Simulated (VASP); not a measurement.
Elastic constants (GPa) of a crystal from PBEsol GGA, VASP's PBE PAW potentials (set 64) (VASP 6.6.1):

```csv
,xx,yy,zz,yz,xz,xy
xx,45.6,-0.3,-0.3,0.0,0.0,0.0
yy,-0.3,45.6,-0.3,0.0,0.0,0.0
zz,-0.3,-0.3,45.6,0.0,0.0,0.0
yz,0.0,0.0,0.0,7.4,0.0,0.0
xz,0.0,0.0,0.0,0.0,7.4,0.0
xy,0.0,0.0,0.0,0.0,0.0,7.4
```

Problem. Work out the Voigt, Reuss and Hill moduli, Young's modulus and Poisson's ratio.

Solution. All eigenvalues are positive (smallest 7.4 GPa), so the crystal is stable. K_V = (C11+C22+C33+2(C12+C13+C23))/9 = (136.8 + 2×-0.9)/9 = 15.0 GPa; G_V = (136.8 − -0.9 + 3×22.2)/15 = 13.6 GPa. From the compliances, K_R = 15.0 GPa and G_R = 10.2 GPa. Hill: K = 15.0 GPa, G = 11.9 GPa, E = 9KG/(3K+G) = 28.2 GPa, ν = (3K−2G)/(2(3K+G)) = 0.187. K/G = 1.26, below Pugh's 1.75; universal anisotropy A^U = 1.71.

Problem. With a density of 4.30 g/cm³, what are the mean sound speeds?

Solution. v_l = √((K+4G/3)/ρ) = 2.68 km/s and v_t = √(G/ρ) = 1.66 km/s. The crystal is CsH (space group Pm-3m), cubic.

The structure comes from a computed database's CsH entry (Pm-3m); how it stands against other phases isn't given here. It was relaxed first, which changed the volume by -7 %.
